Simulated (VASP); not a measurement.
# Si2WC3: single point with PBE

Crystal: Si2WC3.

```
Si W C
1.0
     6.02925    0.00000    0.00000
    -1.50731    2.61074    0.00000
     0.00000    0.00000    8.09214
Si W C
4 2 6
Cartesian
  0.0000 0.0000 7.2659
  3.0146 0.0000 7.2659
  0.0000 1.7405 4.7198
  3.0146 1.7405 4.7198
  0.0000 0.0000 1.6440
  3.0146 0.0000 1.6440
  0.0000 1.7405 0.0220
  3.0146 1.7405 0.0220
  0.0000 0.0000 5.4265
  3.0146 0.0000 5.4265
  0.0000 1.7405 2.8919
  3.0146 1.7405 2.8919
```

The cell was built by a generator and needn't be a form met in nature.

* Program: VASP 6.6.1
* Task: single point
* Functional: PBE
* Potentials or basis: VASP PAW PBE potentials, release 64 (Si, W_sv, C)
* Cutoff: 520 eV
* k mesh: 7 × 7 × 2
* Occupations: gaussian, width 0.05 eV
* Spin: no spin polarisation

```json
{
 "Pressure": "0.0 GPa",
 "Largest force": "0.036 eV/Å",
 "Band gap on the k mesh": "0.78 eV"
}
```

Forces in eV/Å, atoms in the order of the input:
```
Si   0.001  0.000 -0.027
Si   0.001  0.000 -0.027
Si  -0.001 -0.001  0.036
Si  -0.001 -0.001  0.036
W    0.001  0.000  0.023
W    0.001  0.000  0.023
C    0.000  0.000 -0.019
C    0.000  0.000 -0.019
C    0.001  0.001  0.005
C    0.001  0.001  0.005
C   -0.001 -0.001 -0.018
C   -0.001 -0.001 -0.018
```

Stress tensor (GPa, compression positive):
```
-0.10 -0.02  0.00
-0.02 -0.08  0.00
 0.00  0.00  0.18
```

Levels at points of the mesh, in eV from the valence-band top:
```csv
k point,band 32,band 33,band 34,band 35,band 36,band 37
"(0.00, 0.00, 0.00)",-1.24,-1.24,-0.25,1.27,1.78,1.78
"(0.00, 0.00, 0.50)",-1.32,-1.32,-0.02,0.99,1.73,1.73
```

Run time: 2.6 min on 1 thread of AMD EPYC 7R13 Processor (Zen 3), with other jobs on the host, peak memory 0.21 GiB.

Caveat: spin-orbit coupling is left out, which moves the levels of the heavy elements; an odd mesh through Γ misses points on the zone boundary, where band edges often lie. PBE gaps usually lie below the measured ones, often by a third to a half.
